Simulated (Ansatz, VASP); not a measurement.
# Cross-check of ScPt between VASP and Ansatz, part 2 of 2

Wanted: the spread between two codes on one cell, functional and k mesh. The cell is taken from a series of runs on this material, whose earlier steps may have relaxed, scaled, displaced or heated it; both programs get it as it stands.

VASP 6.6.1 and Ansatz 0.2.0.

So far: The starting structure; VASP: zone-centre phonons, PBEsol.

## Step 3: Ansatz: zone-centre phonons, PBEsol

Level of this step: Ansatz beside VASP: Kohn-Sham DFT, plane waves, PBEsol (Ansatz).

Ansatz runs on its PAW soft_1 files.

The same cell, functional, mesh and smearing now go to Ansatz, which takes its cutoff from its data sets.

The input, input.yaml:

```yaml
crystal:
  lattice:
    - [3.2589427399, 0.0, 0.0]
    - [0.0, 3.2589427399, 0.0]
    - [0.0, 0.0, 3.2589427399]
  atoms:
    - { symbol: Sc, position: [0.5, 0.5, 0.5] }
    - { symbol: Pt, position: [0.0, 0.0, 0.0] }
kpoints:
  mp_grid: { grid: [16, 16, 16] }
hamiltonian:
  xc: pbesol
  pseudopotentials: { kind: paw, azcp: { folder: soft_1 }, xc_functional: pbe }
scf:
  occupations: { method: methfessel_paxton, width: 0.2 }
output:
  eigenvalues: true
phonons:
  method: dfpt
```

Launch:

```console
> ansatz run input.yaml --threads 4 --pin off --max-ram 10240MiB --backend cpu --events-out ev --progress --plain --runs-dir out
```

Numbers of over 12 decimals in the logs are rounded to 6 here.

Log:

```text
Engine: ansatz 0.2.0, aarch64-unknown-linux-gnu
Pseudopotentials: kind: paw
Pseudopotential: Sc, paw, valence charge 11, recommended cutoff 420 eV (normal), soft_1/Sc.paw.azcp
Pseudopotential: Pt, paw, valence charge 18, recommended cutoff 420 eV (normal), soft_1/Pt.paw.azcp
Functional definition: PBEsol
  exchange = pbesol_x
  correlation = pbesol_c
Crystal: 2 atoms, lattice volume = 34.612 Å³
Basis set: ecut = 420 eV, 691 PW (Γ), exchange–correlation on 48×48×48 points (8 copies of the dense FFT grid, shifted against one another)
Bands: 19, of which v1, the nominal top of the filled ones, is band 15 counted from 1 (14 counted from 0)
Symmetry: 48 space group operations
k-points: 405 of 4096 (irreducible under 8 space group operations, time reversal used)
Non-local potential: Sc, projectors of the file, l = 0: 3, l = 1: 2, l = 2: 3, l = 3: 1
Non-local potential: Pt, projectors of the file, l = 0: 3, l = 1: 2, l = 2: 2, l = 3: 1
PAW form: soft (Blöchl's): semilocal exchange-correlation on the pseudo side does not see the compensation charge
PAW frozen core: Sc, regenerated for the run's functional, and the local potential with it (the file was generated under x = pbe(κ = 0.804, μ = 0.219515), c = pbe(β = 0.066725))
PAW frozen core: Pt, regenerated for the run's functional, and the local potential with it (the file was generated under x = pbe(κ = 0.804, μ = 0.219515), c = pbe(β = 0.066725))
PAW one-centre angular grid: Sc, 590 points (default); XC on 64 Gauss nodes
PAW one-centre angular grid: Pt, 590 points (default); XC on 64 Gauss nodes
Initial density: superposition of atomic densities (chi_scale 0.1, normalization cell, long waves kept (reshape's long-wave potential 0.00 eV rms))
Initial wavefunctions: pseudopotential atomic-orbital guess
Functional: x = pbesol(κ = 0.804, μ = 0.123457), c = pbesol(β = 0.046)
SCF iter   1: F=—  HF=-14504.351202 eV  |F-HF|=—  |Δ(HF+E_count)|=         —  Δρ=2.98e-1  dr2=5.62e1  ethr=3.10e-3  ⟨swp⟩=4.7  Hψ=62071  notcnv=0
automatic band count: the SCF goes on with 23 bands, as 19 were too few: they end inside the smearing window of the response
preconditioner: auto → none  [metal: Δε(μ)=0.008 eV  Ē_g=7.730 eV  σ=0.200 eV  W_gap=0.03  n_scr=6 (ndim 8)  ℏωp=22.8 eV  f_vac=0.000  D(μ)=3.08/eV (n_scr^D=32)  sad-step TF]
SCF iter   2: F=—  HF=-14501.844846 eV  |F-HF|=—  |Δ(HF+E_count)|=    2.51e0  S|Δr|=    0.00e0  Δρ=2.11e-1  dr2=2.92e1  ethr=3.10e-3  ⟨swp⟩=2.4  Hψ=18016  notcnv=0  defer=635
SCF iter   3: F=—  HF=-14499.464254 eV  |F-HF|=—  |Δ(HF+E_count)|=    2.38e0  S|Δr|=    0.00e0  Δρ=5.38e-2  dr2=2.02e0  ethr=3.10e-3  ⟨swp⟩=2.2  Hψ=14281  notcnv=0  defer=635
SCF iter   4: F=—  HF=-14499.198464 eV  |F-HF|=—  |Δ(HF+E_count)|=   2.66e-1  S|Δr|=    0.00e0  Δρ=1.60e-2  dr2=1.39e-1  ethr=3.10e-3  ⟨swp⟩=2.0  Hψ=14846  notcnv=0  defer=813
SCF iter   5: F=—  HF=-14499.179207 eV  |F-HF|=—  |Δ(HF+E_count)|=   1.93e-2  S|Δr|=    0.00e0  Δρ=4.82e-3  dr2=1.63e-2  ethr=4.79e-4  ⟨swp⟩=1.0  Hψ=8632  notcnv=0  defer=813
SCF iter   6: F=—  HF=-14499.176385 eV  |F-HF|=—  |Δ(HF+E_count)|=   2.82e-3  S|Δr|=    0.00e0  Δρ=6.82e-4  dr2=2.19e-4  ethr=5.63e-5  ⟨swp⟩=1.3  Hψ=8697  notcnv=0  defer=813
SCF iter   7: F=—  HF=-14499.176360 eV  |F-HF|=—  |Δ(HF+E_count)|=   2.58e-5  S|Δr|=    0.00e0  Δρ=1.04e-4  dr2=6.51e-6  ethr=7.56e-7  ⟨swp⟩=2.1  Hψ=11156  notcnv=0  defer=813
SCF iter   8: F=—  HF=-14499.176352 eV  |F-HF|=—  |Δ(HF+E_count)|=   7.89e-6  S|Δr|=    0.00e0  Δρ=4.13e-5  dr2=9.77e-7  ethr=2.24e-8  ⟨swp⟩=2.2  Hψ=12507  notcnv=0  defer=813
SCF iter   9: F=—  HF=-14499.176354 eV  |F-HF|=—  |Δ(HF+E_count)|=   1.89e-6  S|Δr|=    0.00e0  Δρ=1.10e-5  dr2=7.42e-8  ethr=3.37e-9  ⟨swp⟩=1.3  Hψ=9013  notcnv=0  defer=813
SCF iter  10: F=—  HF=-14499.176354 eV  |F-HF|=—  |Δ(HF+E_count)|=   1.84e-8  S|Δr|=    0.00e0  Δρ=1.24e-6  dr2=8.76e-10  ethr=2.56e-10  ⟨swp⟩=1.6  Hψ=9547  notcnv=0  defer=813
SCF iter  11: F=-14499.176354 eV  HF=-14499.176354 eV  |F-HF|=3.64e-12  |Δ(HF+E_count)|=  2.07e-10  S|Δr|=    0.00e0  Δρ=1.09e-7  dr2=4.67e-12  ethr=1.00e-12  ⟨swp⟩=8.6  Hψ=46756  notcnv=0
SCF 1 converged in 11 iterations: F = -14499.176354 eV  dr2 = 4.67e-12
  greatest PAW one-centre occupation: 1.000 electrons in one spin orbital (limit 2), on the Pt atom at site 1 (counted from 0), in its partial waves of l = 0
DFPT response loops at Γ: preconditioner auto → Kerker (q_TF=auto, 2.649 Å⁻¹) (partly filled bands, converged f_vac=0.000); β = 1.00, the filter's whole step (`scf.mixing.beta` (0.50) is not read by the response loops under this deck's `scf.mixing.preconditioner`; to damp them name `kerker` or `kerker_dos`, under which they read `scf.mixing.beta`, and type it under 1.00, their step now; both keys bind the ground state too); Broyden in place of MSR1
SCF converged after 11 iterations
Stability not checked: this state was not tested for a lower state beside it, because cold or Methfessel-Paxton smearing, or corrected tetrahedra, fill the levels in a way that the test cannot read (fill_not_monotonic; see scf.lower_state_search)
Free energy (F): -14499.176354 eV
Harris-Foulkes:  -14499.176354 eV  (|F-HF|=3.64e-12)
Internal energy: -14499.177540 eV  (E = F + TS)
E sigma→0 (E₀):  -14499.176650 eV
Entropy (-TS):   0.001187 eV (0.593 meV/atom)
Fermi energy:    17.178444 eV
--- Per-component energies (eV) ---
  E_band       = -332.824274
  E_kinetic    = 806.141507
  E_local      = -2450.262762  (includes V_loc(G=0)·N_el)
  E_nonlocal   = 349.494734
  E_hartree    = 916.787154
  E_xc         = -317.701505
  E_vxc        = -378.081187  (∫ρ·V_xc dr)
  E_paw        = -10313.074791  (= ΣΔE_a)
  E_vpaw       = -493.691988  (= ΣTr[D̂ρ^β])
  E_aug_tail   = 0.001125  (compensation charges beyond the density's cutoff)
  E_ewald      = -3490.979059
  E_core_change = 0.416056  (= ΣΔE_core)
  E_smearing   = 0.001187  (= −TS)
  E_closure    = 0.000000  (closes the sum)
  Σ components = -14499.176354   (vs F -14499.176354, Δ=0.00e0)
--- Band table (eV; the first three rows and the last of 405) ---
  k-point 0: bands = [... 11 lower, 14.3006, 14.3006, 14.3006, 18.6541, 18.6541, 20.7065, 20.7065, 20.7065, ... 4 higher]
  k-point 1: bands = [... 11 lower, 14.2841, 14.2841, 14.3145, 18.5976, 18.6686, 20.5419, 20.5419, 20.6781, ... 4 higher]
  k-point 2: bands = [... 11 lower, 14.2377, 14.2377, 14.3549, 18.4354, 18.6958, 20.1507, 20.1507, 20.5970, ... 4 higher]
  k-point 404: bands = [... 11 lower, 15.6231, 15.6231, 15.7338, 15.7338, 15.7338, 20.2526, 20.9394, 20.9394, ... 4 higher]
--- Phonons (Γ-DFPT): 2 representative perturbations + reference, on 405 of 4096 k-points (Σ response iterations 6) ---
  k mesh reduced under 8 symmetry operations, with k and −k counted as one. Each operation leaves every solved perturbation unchanged. A smaller set is not used because it would not reduce the number of displacements times k-points to solve
  ASR residual: 5.979e-5 → 0.000e0 eV/Å²; symmetrization residual: 2.538e-6 eV/Å²
  ASR residual per site (eV/Å²): 5.98e-5 4.45e-6
  Γ frequencies (cm⁻¹): 0.00 0.00 0.00 168.48 168.48 168.48
  non-analytic LO–TO correction: not included (Born effective charges unavailable; polar crystals: no LO–TO splitting at Γ)
```

## Step 4: Comparison

Known differences besides the potentials themselves: the data sets hold 29 valence electrons in Ansatz (on its PAW soft_1 files) and 21 in VASP; the cutoff is 420 eV in Ansatz and 500 eV in VASP; Ansatz makes its cores anew for this functional, VASP keeps those of its PBE data sets. Total energies have different zeros and are not compared.

Compared:

```
                  quantity  Ansatz   VASP  difference
optical mode 1 to 3 (cm⁻¹)   168.5  169.8     -0.78 %
```

Modes are paired by rising frequency, not by their patterns, so a pair may set unlike modes beside each other; they are those without the splitting of longitudinal modes.

## Step 5: Summary of results

```json
{
  "r.m.s. difference of the optical zone-centre modes, each program's sorted by frequency (zone-centre phonons, PBEsol)": "1.3 cm⁻¹",
  "difference in optical mode 1 to 3 (zone-centre phonons, PBEsol)": "-0.8 %"
}
```

The r.m.s. difference of the optical zone-centre modes, each program's sorted by frequency is 1.3 cm⁻¹ (zone-centre phonons, PBEsol). The data sets hold unlike numbers of valence electrons (29 in Ansatz and 21 in VASP), so part of the differences comes from the potentials. Among the rows given in per cent, the largest difference of the zone-centre phonons, PBEsol pair is in optical mode 1 to 3, -0.8 %. 1 further run of this series is not shown here. How closely two codes agree says nothing of how well the functional describes the real material.

[Lines on the potential files, build, host, timing and source positions are cut from VASP's logs without a mark.]

[Logs are printed without paths, hosts, clocks, repeated set-up lines and the standing remarks that a program may print on its own settings, such as how far it seeks lower states.]

[Hosts, paths, dates, database ids (printed as entryN), source tags and the programs' standing remarks are cut or masked in the printed files.]
